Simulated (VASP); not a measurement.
A run of VASP 6.6.1 is set up as follows.

The input INCAR:

```
SYSTEM = Ti
PREC = Accurate
ENCUT = 600
EDIFF = 1E-6
ISMEAR = 1
SIGMA = 0.1
LREAL = .FALSE.
LASPH = .TRUE.
NELM = 80
ALGO = Normal
ISIF = 3
LWAVE = .FALSE.
LCHARG = .FALSE.
IBRION = 2
NSW = 90
EDIFFG = -0.01
```

Contents of KPOINTS:

```
Automatic mesh
0
G
  18 18 9
  0 0 0
```

POSCAR

```
Ti
1.0
    2.9500000000      0.0000000000      0.0000000000
   -1.4750000000      2.5547749412      0.0000000000
    0.0000000000      0.0000000000      4.6800000000
Ti
2
Direct
    0.3333333333      0.6666666667      0.2500000000
    0.6666666667      0.3333333333      0.7500000000
```

Potentials or basis: VASP PAW LDA potentials, release 64 (Ti_sv).

The run is started by

```console
$ cat potpaw_LDA.64/Ti_sv/POTCAR > POTCAR
$ mpirun -np 1 vasp_std > vasp.out
```

**Question.** Estimate the band gap on the k mesh.

**Answer.** None (metal or under the smearing width).

**Question.** Predict the relaxed volume.

**Answer.** 16.08 Å³/atom.

**Question.** Predict the relaxed cell.

**Answer.** a = 2.861 Å, b = 2.861 Å, c = 4.536 Å, α = 90.00°, β = 90.00°, γ = 120.00°.

The path:
| step | energy change (eV) | largest force (eV/Å) | pressure (GPa) | volume (Å³) |
| --- | --- | --- | --- | --- |
| 1 | 0.0000 | 0.0000 | -9.89 | 35.27 |
| 2 | -0.0406 | 0.0000 | 9.76 | 30.00 |
| 3 | -0.1033 | 0.0000 | -0.07 | 32.18 |
| 4 | -0.1033 | 0.0000 | 0.10 | 32.12 |
| 5 | -0.1033 | 0.0000 | -0.03 | 32.16 |

LDA usually gives volumes a few per cent too small. Zero-point motion and thermal expansion aren't in these numbers.
